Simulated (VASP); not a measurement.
# CsW under changes of volume

One of the cells (27.639 Å³/atom); the others are scaled copies at fixed shape and fractional positions:

```xyz
2
Lattice="1.5609 0.9012 6.5496 -1.5609 0.9012 6.5496 0.0000 -1.8024 6.5496" Properties=species:S:1:pos:R:3 pbc="T T T"
Cs    0.0000    0.0000    0.0000
W     0.0000    0.0000    9.8244
```

The cell was built by a generator and needn't be a form met in nature.

```yaml
Program: VASP 6.6.1
Functional: PBE
Potentials_or_basis: VASP PAW PBE potentials, release 64 (Cs_sv, W_sv)
Cutoff: 520 eV
k_mesh: 10 × 10 × 10
Occupations: fermi-dirac, width 0.05 eV
Spin: no spin polarisation
```

| volume (Å³/atom) | energy over the lowest point (meV/atom) | pressure (GPa) |
| --- | --- | --- |
| 25.471 | ? | ? |
| 26.013 | 14.48 | 3.8 |
| 26.555 | 4.52 | 2.1 |
| 27.639 | 0.00 | -0.7 |
| 28.181 | 4.37 | -1.9 |
| 28.723 | 12.54 | -2.9 |

Q: What does the run at 25.471 Å³/atom give?

A: Energy over the lowest point 30.40 meV/atom; pressure 5.7 GPa.

Worked out: A Birch-Murnaghan fit of order 3 (a polynomial in V^(-2/3)) to the other rows has its minimum at 27.35 Å³/atom with B0 = V·E''(V) = 67 GPa and B' = 4.7 at fixed shape and positions, which overstates the stiffness. It gives 30.40 meV/atom at 25.471 Å³/atom, against the run's 30.40, and -dE/dV = 5.7 GPa, against 5.7.

Energies are extrapolated to zero smearing.
